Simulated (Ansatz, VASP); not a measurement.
**Ti2NF2 (Ti2NF2 MXene monolayer): VASP beside Ansatz**

Aim: how closely do two programs agree when they are given the same cell, functional and k mesh? The cell is taken from a series of runs on this material, whose earlier steps may have relaxed, scaled, displaced or heated it; both programs get it as it stands.

Calculated with Ansatz 0.2.0; plane waves, with VASP 6.6.1 beside it; single point at PBE with D3(BJ).

### Step 1. Starting point

The cell holds 5 atoms: 2 F, 2 Ti and 1 N. Its edges and angles: a = 3.026 Å, b = 3.026 Å, c = 22.668 Å, α = 90.0°, β = 90.0°, γ = 120.0°. Vacuum lies along c.

As a file:

```xyz
5
Lattice="3.0261 0.0000 0.0000 -1.5130 2.6207 0.0000 0.0000 0.0000 22.6679" Properties=species:S:1:pos:R:3
F     0.0000    1.7471    9.0000
F     1.5130    0.8736   13.6679
Ti    1.5130    0.8736   10.2555
Ti    0.0000    1.7471   12.4124
N     0.0000    0.0000   11.3340
```

### Step 2. VASP: single point, PBE with D3(BJ)

A single point gives forces, pressure and levels at one fixed geometry, so differences don't come from the geometry; what else differs is listed under the comparison.

Lines of VASP's logs that name or quote its potential files are left out, and so is its time.

File INCAR:

```
SYSTEM = Ti2NF2
PREC = Accurate
ENCUT = 520
EDIFF = 1E-06
NELM = 120
ISMEAR = -1
SIGMA = 0.02585
LREAL = .FALSE.
ALGO = Normal
GGA = PE
IVDW = 12
NBANDS = 27
LASPH = .TRUE.
LORBIT = 11
LWAVE = .FALSE.
LCHARG = .FALSE.
ISIF = 2
LDIPOL = .TRUE.
IDIPOL = 3
DIPOL = 0.5 0.5 0.5
LVHAR = .TRUE.
GGA_COMPAT = .FALSE.
NELMDL = -8
KPAR = 2
```

File POSCAR:

```
Ti2NF2
1.0
    3.0260935675      0.0000000000      0.0000000000
   -1.5130467838      2.6206739037      0.0000000000
    0.0000000000      0.0000000000     22.6679196488
F Ti N
2 2 1
Direct
    0.3333333333      0.6666666667      0.3970368759
    0.6666666667      0.3333333333      0.6029631241
    0.6666666667      0.3333333333      0.4524231362
    0.3333333333      0.6666666667      0.5475768638
    0.0000000000      0.0000000000      0.5000000000
```

File KPOINTS:

```
Automatic mesh
0
Gamma
18 18 1
0 0 0
```

The projector-augmented-wave data sets are F, Ti_sv and N (PBE family, release 64).

Run with:

```console
> mpirun -np 2 vasp_std
```

Numbers of over 12 decimals in the logs are rounded to 6 here.

The log of the run:

```text
[banner, memory and clock lines left out]
running    2 mpi-ranks, on    1 nodes
 distrk:  each k-point on    1 cores,    2 groups
 distr:  one band on    1 cores,    1 groups

 POSCAR found type information on POSCAR F TiN
 POSCAR found :  3 types and       5 ions
 LDA part: xc-table for (Slater+PW92), standard interpolation
 POSCAR, INCAR and KPOINTS ok, starting setup
 FFT: planning ... GRIDC
 FFT: planning ... GRID_SOFT
 FFT: planning ... GRID
 WAVECAR not read
 entering main loop
       N       E                     dE             d eps       ncg     rms          rms(c)
DAV:   1     0.552399073443E+03    0.55240E+03   -0.22428E+04  2294   0.148E+03
DAV:   2     0.369844586824E+02   -0.51541E+03   -0.50434E+03  2393   0.455E+02
DAV:   3    -0.416590467676E+02   -0.78644E+02   -0.77912E+02  2874   0.175E+02
DAV:   4    -0.480367867104E+02   -0.63777E+01   -0.63487E+01  3427   0.461E+01
DAV:   5    -0.485346576064E+02   -0.49787E+00   -0.49780E+00  2907   0.838E+00
DAV:   6    -0.485500227530E+02   -0.15365E-01   -0.15365E-01  3201   0.190E+00
DAV:   7    -0.485506823057E+02   -0.65955E-03   -0.65955E-03  2902   0.275E-01
DAV:   8    -0.485506910626E+02   -0.87569E-05   -0.87567E-05  3204   0.438E-02    0.235E+01
DAV:   9    -0.401206164481E+02    0.84301E+01   -0.56952E+01  2685   0.658E+01    0.780E+00
DAV:  10    -0.401071469601E+02    0.13469E-01   -0.49034E+00  2827   0.170E+01    0.516E+00
DAV:  11    -0.400832519181E+02    0.23895E-01   -0.66042E-01  2357   0.473E+00    0.112E+00
DAV:  12    -0.400591698506E+02    0.24082E-01   -0.26368E-01  2838   0.258E+00    0.706E-01
DAV:  13    -0.400550332286E+02    0.41366E-02   -0.17923E-02  2598   0.130E+00    0.323E-01
DAV:  14    -0.400524949276E+02    0.25383E-02   -0.56465E-03  2338   0.448E-01    0.722E-02
[...]
DAV:  19    -0.400523021074E+02   -0.17808E-03   -0.54882E-05  2494   0.603E-02    0.134E-02
DAV:  20    -0.400525333105E+02   -0.23120E-03   -0.15466E-05  2315   0.307E-02    0.740E-03
DAV:  21    -0.400526298394E+02   -0.96529E-04   -0.46625E-06  1997   0.127E-02    0.373E-03
DAV:  22    -0.400526718709E+02   -0.42032E-04   -0.35779E-06  1913   0.936E-03    0.225E-03
DAV:  23    -0.400526871225E+02   -0.15252E-04   -0.81202E-07  1552   0.457E-03    0.992E-04
DAV:  24    -0.400526908279E+02   -0.37054E-05   -0.36102E-07  1380   0.309E-03    0.396E-04
DAV:  25    -0.400526921780E+02   -0.13501E-05   -0.10354E-07  1221   0.204E-03    0.242E-04
DAV:  26    -0.400526925628E+02   -0.38481E-06   -0.29911E-08  1104   0.981E-04
   1 F= -.41168692E+02 E0= -.41165904E+02  d E =-.557672E-02
```

OUTCAR, selected parts (step 2):

```text
ion  position               nearest neighbor table
   1  0.333  0.667  0.397-   3 2.15   3 2.15   3 2.15
   2  0.667  0.333  0.603-   4 2.15   4 2.15   4 2.15
   3  0.667  0.333  0.452-   5 2.05   5 2.05   5 2.05   1 2.15   1 2.15   1 2.15   4 2.78   4 2.78
                             4 2.78
   4  0.333  0.667  0.548-   5 2.05   5 2.05   5 2.05   2 2.15   2 2.15   2 2.15   3 2.78   3 2.78
                             3 2.78
   5  0.000  0.000  0.500-   3 2.05   4 2.05   3 2.05   4 2.05   3 2.05   4 2.05

  LATTYP: Found a hexagonal cell.
 ALAT       =     3.0260935675
 C/A-ratio  =     7.4908191512

 Subroutine GETGRP returns: Found 12 space group operations
 (whereof 12 operations were pure point group operations)

The static configuration has the point symmetry D_3d.

 Found     37 irreducible k-points:

   k-points           NKPTS =     37   k-points in BZ     NKDIM =     37   number of bands    NBANDS=     27

   dimension x,y,z NGX =    24 NGY =   24 NGZ =  180
   dimension x,y,z NGXF=    48 NGYF=   48 NGZF=  360

   ENCUT  =  520.0 eV  38.22 Ry    6.18 a.u.   5.63  5.63 42.15*2*pi/ulx,y,z

   NELECT =      43.0000    total number of electrons

 k-points in reciprocal lattice and weights: Automatic mesh
   0.00000000  0.00000000  0.00000000       0.003
   0.05555556 -0.00000000  0.00000000       0.019
   0.11111111 -0.00000000  0.00000000       0.019
   0.16666667  0.00000000  0.00000000       0.019
   0.22222222  0.00000000  0.00000000       0.019
   0.27777778  0.00000000  0.00000000       0.019
   0.33333333 -0.00000000  0.00000000       0.019
   0.38888889  0.00000000  0.00000000       0.019
   0.44444444  0.00000000  0.00000000       0.019
[...]
0.33333333  0.27777778  0.00000000       0.037
   0.33333333  0.33333333  0.00000000       0.006

 dipolmoment           0.000000      0.000000      0.000000 electrons x Angstroem

 average (electrostatic) potential at core
       1 -82.5382       2 -82.5382       3 -82.5828       4 -82.5828       5 -70.9086

 E-fermi :  -0.6805

 k-point     1 :       0.0000    0.0000    0.0000
  band No.  band energies     occupation
    ...
     19      -5.5822      2.00000
     20      -5.5822      2.00000
     21      -1.3283      2.00000
     22      -1.3283      2.00000
     23      -0.6941      1.25688
     24       0.6110      0.00000
     25       0.6111      0.00000
     26       0.6765      0.00000
     27       0.6887      0.00000

 k-point     2 :       0.0556   -0.0000    0.0000
  band No.  band energies     occupation
    ...
     19      -5.6794      2.00000
     20      -5.6102      2.00000
     21      -1.3893      2.00000
     22      -1.2748      2.00000
     23      -0.6912      1.20438
     24       0.5326      0.00000
     25       0.6061      0.00000
     26       0.6880      0.00000
     27       0.7398      0.00000

 k-point     3 :       0.1111   -0.0000    0.0000
  band No.  band energies     occupation
    ...
     19      -5.9071      2.00000
     20      -5.6841      2.00000
     21      -1.5681      2.00000
     22      -1.1213      2.00000
     23      -0.6604      0.62924
     24       0.4441      0.00000
     25       0.6256      0.00000
     26       0.6471      0.00000
     27       0.8493      0.00000

 Edisp (eV)   -1.11600

  Total       0.15000     0.15000     0.03461    -0.00000     0.00000    -0.00000
  in kB       1.33691     1.33691     0.30846    -0.00000     0.00000    -0.00000
  external pressure =        0.99 kB  Pullay stress =        0.00 kB

  energy-cutoff  :      520.00
  volume of cell :      179.77
      direct lattice vectors                 reciprocal lattice vectors
     3.026093567  0.000000000  0.000000000     0.330459048  0.190790620  0.000000000
    -1.513046784  2.620673904  0.000000000     0.000000000  0.381581241  0.000000000
     0.000000000  0.000000000 22.667919649     0.000000000  0.000000000  0.044115208

 POSITION                                       TOTAL-FORCE (eV/Angst)
 -----------------------------------------------------------------------------------
     -0.00000      1.74712      9.00000         0.000000     -0.000000     -0.027141
      1.51305      0.87356     13.66792        -0.000000      0.000000      0.027141
      1.51305      0.87356     10.25549        -0.000000     -0.000000     -0.007510
     -0.00000      1.74712     12.41243         0.000000      0.000000      0.007510
      0.00000      0.00000     11.33396         0.000000      0.000000      0.000000
 -----------------------------------------------------------------------------------
    total drift:                               -0.000000      0.000000      0.000000

  FREE ENERGIE OF THE ION-ELECTRON SYSTEM (eV)
  ---------------------------------------------------
  free  energy   TOTEN  =       -41.1686922853 eV

  energy  without entropy=      -41.1631155653  energy(sigma->0) =      -41.16590393

 vacuum level on the upper side and lower side of the slab         3.800         3.800

 total charge
# of ion       s       p       d       tot
------------------------------------------
    1        1.737   4.354   0.000   6.091
    2        1.737   4.354   0.000   6.091
    3        2.166   6.181   2.035  10.383
    4        2.166   6.181   2.035  10.383
    5        1.251   2.544   0.000   3.795
--------------------------------------------------
tot          9.058  23.615   4.071  36.743

[... 3 further parts left out ...]
```

This run has no spin polarisation, so a moment on Ti, if there is one, isn't seen. Its electron count is odd, so without a moment it is a metal by construction.

### Step 3. Ansatz: single point, PBE with D3(BJ)

Ansatz runs on its PAW soft_1 files.

The same cell, functional, mesh and smearing now go to Ansatz, which takes its cutoff from its data sets.

File input.yaml:

```yaml
crystal:
  lattice:
    - [3.0260935675, 0.0, 0.0]
    - [-1.5130467838, 2.6206739037, 0.0]
    - [0.0, 0.0, 22.6679196488]
  atoms:
    - { symbol: F, position: [0.3333333333, 0.6666666667, 0.3970368759] }
    - { symbol: Ti, position: [0.6666666667, 0.3333333333, 0.4524231362] }
    - { symbol: "N", position: [0.0, 0.0, 0.5] }
    - { symbol: Ti, position: [0.3333333333, 0.6666666667, 0.5475768638] }
    - { symbol: F, position: [0.6666666667, 0.3333333333, 0.6029631241] }
kpoints:
  mp_grid: { grid: [18, 18, 1] }
  band_path:
    path: [[0, 0, 0], [0.5, 0, 0], [0.33333333, 0.33333333, 0], [0, 0, 0]]
    npoints: 16
hamiltonian:
  xc: pbe
  dispersion: d3bj
  pseudopotentials: { kind: paw, azcp: { folder: soft_1 } }
scf:
  occupations: { method: fermi_dirac, width: 0.02585 }
  convergence: { dr2_threshold: 1.0e-10 }
efield:
  axis: 3
  dipole_correction: true
  ramp_position: 0.97
  ramp_width: 0.06
  amplitude: 0
output:
  dos: { projected: true, e_range: [-6, 5] }
  write_potential: true
  write_density: true
  volumetric_format: npy
  elf: true
```

Run with:

```console
> ansatz run input.yaml --threads 2 --pin off --max-ram 3072MiB --backend cpu --events-out ev --progress --plain --runs-dir out
```

The log of the run:

```text
Engine: ansatz 0.2.0, aarch64-unknown-linux-gnu
Pseudopotentials: kind: paw
Pseudopotential: F, paw, valence charge 7, recommended cutoff 420 eV (normal), soft_1/F.paw.azcp
Pseudopotential: Ti, paw, valence charge 12, recommended cutoff 420 eV (normal), soft_1/Ti.paw.azcp
Pseudopotential: N, paw, valence charge 5, recommended cutoff 420 eV (normal), soft_1/N.paw.azcp
Functional definition: PBE
  parameter kappa = 0.804
  parameter beta = 0.066725
  exchange = pbe_x(kappa = kappa, mu = beta*pi^2/3)
  correlation = pbe_c(beta = beta)
Crystal: 5 atoms, lattice volume = 179.766 Å³
Basis set: ecut = 420 eV, 3459 PW (Γ)
Bands: 27, of which v1, the nominal top of the filled ones, is band 22 counted from 1 (21 counted from 0)
Symmetry: 6 space group operations
k-points: 37 of 324 (time reversal used)
Non-local potential: F, projectors of the file, l = 0: 2, l = 1: 2, l = 2: 1
Non-local potential: Ti, projectors of the file, l = 0: 3, l = 1: 2, l = 2: 3, l = 3: 1
Non-local potential: N, projectors of the file, l = 0: 2, l = 1: 2, l = 2: 1
PAW form: soft (Blöchl's): semilocal exchange-correlation on the pseudo side does not see the compensation charge
PAW one-centre angular grid: F, 110 points (default); XC on 64 Gauss nodes
PAW one-centre angular grid: Ti, 590 points (default); XC on 64 Gauss nodes
PAW one-centre angular grid: N, 110 points (default); XC on 64 Gauss nodes
Initial density: superposition of atomic densities (neutral atoms: chi_scale 0, normalization atom)
Initial wavefunctions: pseudopotential atomic-orbital guess
Functional: x = pbe(κ = 0.804, μ = 0.219515), c = pbe(β = 0.066725)
SCF iter   1: F=—  HF=-7012.315935 eV  |F-HF|=—  |Δ(HF+E_count)|=         —  Δρ=8.20e-2  dr2=1.65e1  ethr=3.10e-3  p=0.000 e·Å  D=2.55e-14 V/Å  ΔV_dip=-0.00 eV  dr2_dipole=4.17e-9  V_vac-E_F(+/−)=7.43/7.43 eV  ⟨swp⟩=9.3  Hψ=5571  notcnv=0
efield: sawtooth ramp at fractional position 0.9700 (set: `efield.ramp_position`, or a place that a band, a saddle search or an elastic batch's reference lends), width 0.0600; the density the first Hamiltonian is built on has a dipole p = 0.000 e·Å; the dipole correction subtracts the counter field D = 2.55e-14 V/Å, which shifts the + side's vacuum level by -0.00 eV against the − side's; the planar-averaged density in the ramp window peaks in size at 3.0e-6 e/Å³
preconditioner: auto → LDOS  [metal: Δε(μ)=0.041 eV  Ē_g=9.800 eV  σ=0.026 eV  W_gap=0.35  n_scr=14 (ndim 8)  ℏωp=13.3 eV  f_vac=0.675  D(μ)=2.17/eV (n_scr^D=10)  β→1.0]
SCF iter   2: F=—  HF=-7009.825655 eV  |F-HF|=—  |Δ(HF+E_count)|=    2.49e0  Δρ=7.57e-2  dr2=8.66e0  ethr=3.10e-3  p=0.000 e·Å  D=2.55e-5 V/Å  ΔV_dip=-0.00 eV  dr2_dipole=1.69e-7  V_vac-E_F(+/−)=2.66/2.66 eV  ⟨swp⟩=4.0  Hψ=2981  notcnv=0  defer=25
SCF iter   3: F=—  HF=-7008.066729 eV  |F-HF|=—  |Δ(HF+E_count)|=    1.76e0  Δρ=1.02e-2  dr2=1.63e-1  ethr=3.10e-3  p=-0.000 e·Å  D=-6.06e-6 V/Å  ΔV_dip=0.00 eV  dr2_dipole=2.20e-8  V_vac-E_F(+/−)=4.77/4.77 eV  ⟨swp⟩=3.2  Hψ=2529  notcnv=0  defer=23
SCF iter   4: F=—  HF=-7008.035211 eV  |F-HF|=—  |Δ(HF+E_count)|=   3.15e-2  Δρ=3.55e-3  dr2=1.86e-2  ethr=3.79e-4  p=-0.000 e·Å  D=-3.80e-6 V/Å  ΔV_dip=0.00 eV  dr2_dipole=1.53e-9  V_vac-E_F(+/−)=4.37/4.37 eV  ⟨swp⟩=2.1  Hψ=1977  notcnv=0  defer=23
SCF iter   5: F=—  HF=-7008.033007 eV  |F-HF|=—  |Δ(HF+E_count)|=   2.20e-3  Δρ=7.83e-4  dr2=1.28e-3  ethr=4.33e-5  p=-0.000 e·Å  D=-4.24e-6 V/Å  ΔV_dip=0.00 eV  dr2_dipole=1.02e-9  V_vac-E_F(+/−)=4.41/4.41 eV  ⟨swp⟩=2.7  Hψ=1789  notcnv=0  defer=23
SCF iter   6: F=—  HF=-7008.033010 eV  |F-HF|=—  |Δ(HF+E_count)|=   3.86e-6  Δρ=2.00e-4  dr2=5.44e-5  ethr=2.97e-6  p=-0.000 e·Å  D=-5.54e-7 V/Å  ΔV_dip=0.00 eV  dr2_dipole=1.11e-10  V_vac-E_F(+/−)=4.42/4.42 eV  ⟨swp⟩=2.8  Hψ=1553  notcnv=0  defer=23
SCF iter   7: F=—  HF=-7008.033045 eV  |F-HF|=—  |Δ(HF+E_count)|=   3.49e-5  Δρ=7.60e-5  dr2=1.34e-5  ethr=1.26e-7  p=-0.000 e·Å  D=-1.87e-7 V/Å  ΔV_dip=0.00 eV  dr2_dipole=8.97e-12  V_vac-E_F(+/−)=4.43/4.43 eV  ⟨swp⟩=2.4  Hψ=1679  notcnv=0  defer=23
SCF iter   8: F=—  HF=-7008.033042 eV  |F-HF|=—  |Δ(HF+E_count)|=   3.54e-6  Δρ=1.76e-5  dr2=5.81e-7  ethr=3.11e-8  p=-0.000 e·Å  D=-5.40e-8 V/Å  ΔV_dip=0.00 eV  dr2_dipole=5.14e-13  V_vac-E_F(+/−)=4.43/4.43 eV  ⟨swp⟩=2.0  Hψ=1402  notcnv=0  defer=23
SCF iter   9: F=—  HF=-7008.033091 eV  |F-HF|=—  |Δ(HF+E_count)|=   4.88e-5  Δρ=2.83e-6  dr2=1.23e-8  ethr=1.35e-9  p=-0.000 e·Å  D=-9.82e-8 V/Å  ΔV_dip=0.00 eV  dr2_dipole=3.32e-13  V_vac-E_F(+/−)=4.43/4.43 eV  ⟨swp⟩=3.1  Hψ=1761  notcnv=0  defer=23
SCF iter  10: F=—  HF=-7008.033091 eV  |F-HF|=—  |Δ(HF+E_count)|=   1.11e-8  Δρ=7.02e-7  dr2=4.24e-10  ethr=2.86e-11  p=-0.000 e·Å  D=-1.88e-8 V/Å  ΔV_dip=0.00 eV  dr2_dipole=9.63e-14  V_vac-E_F(+/−)=4.43/4.43 eV  ⟨swp⟩=2.3  Hψ=1789  notcnv=0  defer=23
SCF iter  11: F=—  HF=-7008.033091 eV  |F-HF|=—  |Δ(HF+E_count)|=  9.84e-10  Δρ=2.90e-7  dr2=1.19e-10  ethr=1.00e-12  p=-0.000 e·Å  D=-2.03e-8 V/Å  ΔV_dip=0.00 eV  dr2_dipole=1.06e-16  V_vac-E_F(+/−)=4.43/4.43 eV  ⟨swp⟩=9.1  Hψ=3920  notcnv=0
SCF iter  12: F=-7008.033091 eV  HF=-7008.033091 eV  |F-HF|=1.82e-11  |Δ(HF+E_count)|=  4.00e-11  Δρ=5.04e-8  dr2=3.95e-12  ethr=1.00e-12  p=0.000 e·Å  D=3.65e-9 V/Å  ΔV_dip=-0.00 eV  dr2_dipole=4.90e-16  V_vac-E_F(+/−)=4.43/4.43 eV  ⟨swp⟩=3.0  Hψ=2105  notcnv=0
SCF 1 converged in 12 iterations: F = -7008.033091 eV  dr2 = 3.95e-12
  greatest PAW one-centre occupation: 0.999 electrons in one spin orbital (limit 2), on the Ti atom at site 3 (counted from 0), in its partial waves of l = 0
NSCF: frozen V_eff on 49 k-points
efield: sawtooth ramp at fractional position 0.9700 (kept from the solve that this one continues, or follows in the run), width 0.0600; the density the first Hamiltonian is built on has a dipole p = 0.000 e·Å; the dipole correction subtracts the counter field D = 3.65e-9 V/Å, which shifts the + side's vacuum level by -0.00 eV against the − side's; the planar-averaged density in the ramp window peaks in size at 3.9e-6 e/Å³
WARN: The output density's exchange-correlation potential varies sharply where the density is thin. Do not read a vacuum level from v_tot or v_xc, or from such a field of the output density. On a cell that repeats whose density bears no net charge and no dipole along the vacuum's axis use v_es (v_loc + v_h of the components); under efield.dipole_correction with no amplitude use v_es + v_field, which holds any externa [...]
SCF converged after 12 iterations
Free energy (F): -7008.033091 eV
Harris-Foulkes:  -7008.033091 eV  (|F-HF|=1.82e-11)
Internal energy: -7008.027518 eV  (E = F + TS)
E sigma→0 (E₀):  -7008.030304 eV
Entropy (-TS):   -0.005573 eV (-1.115 meV/atom)
Fermi energy:    0.707188 eV
Dipole field:    D = -0.000000 V/Å  (p = -0.000000 e·Å, saw-weighted, corrected)
Work function:   Φ+ = 4.4284 eV   Φ− = 4.4284 eV
Levels:          The Fermi level and band energies are counted from a zero that moves with the ramp; work functions are not
--- Per-component energies (eV) ---
  E_band       = -871.214523
  E_kinetic    = 1090.402439
  E_local      = -48122.247188  (includes V_loc(G=0)·N_el)
  E_nonlocal   = 331.218324
  E_hartree    = 23454.408290
  E_xc         = -448.196314
  E_vxc        = -567.211170  (∫ρ·V_xc dr)
  E_paw        = -2621.865220  (= ΣΔE_a)
  E_vpaw       = -512.195692  (= ΣTr[D̂ρ^β])
  E_aug_tail   = 0.002123  (compensation charges beyond the density's cutoff)
  E_efield     = 0.000000  (sawtooth field / dipole correction)
  E_vefield    = 0.000000  (∫n·V_field dr)
  E_ewald      = 19309.366127
  E_disp       = -1.116097  (pairwise vdW)
  E_smearing   = -0.005573  (= −TS)
  E_closure    = -0.000000  (closes the sum)
  Σ components = -7008.033091   (vs F -7008.033091, Δ=0.00e0)
--- Band table (eV; the first three rows and the last of 37) ---
  k-point 0: bands = [... 18 lower, -4.2042, -4.2042, 0.0593, 0.0593, 0.6932, 2.0017, 2.0017, 2.0635, ... 1 higher]
  k-point 1: bands = [... 18 lower, -4.3010, -4.2322, -0.0020, 0.1128, 0.6962, 1.9227, 1.9964, 2.0676, ... 1 higher]
  k-point 2: bands = [... 18 lower, -4.5350, -4.3059, -0.1813, 0.2666, 0.7274, 1.8339, 2.0157, 2.0372, ... 1 higher]
  k-point 36: bands = [... 18 lower, -5.4782, -4.7800, 0.6172, 0.7828, 0.7828, 2.4074, 2.4074, 2.4318, ... 1 higher]
```

The column dr2 measures how far the density is from self-consistency, as an energy; F and HF (Harris–Foulkes) agree once it is small.

### Step 4. Differences

Known differences besides the potentials themselves: the cutoff is 420 eV in Ansatz and 520 eV in VASP. Total energies have different zeros and are not compared.

Compared:

```
                                   quantity  Ansatz  VASP  difference
 work function, lower of the two faces (eV)    4.43  4.48       -0.05
work function, higher of the two faces (eV)    4.43  4.48       -0.05
```

With vacuum in the cell, a pressure given here is an average over mostly empty space and none of the material.

### Step 5. What came out

```json
{
  "difference in work function, lower of the two faces (single point, PBE with D3(BJ))": "-0.052 eV"
}
```

In words: The difference in work function, lower of the two faces is -0.052 eV (single point, PBE with D3(BJ)). How closely two codes agree says nothing of how well the functional describes the real material.

[Lines on the potential files, build, host, timing and source positions are cut from VASP's logs without a mark.]

[Logs are printed without paths, hosts, clocks, repeated set-up lines and the standing remarks that a program may print on its own settings, such as how far it seeks lower states.]

[Hosts, paths, dates, database ids (printed as entryN), source tags and the programs' standing remarks are cut or masked in the printed files.]
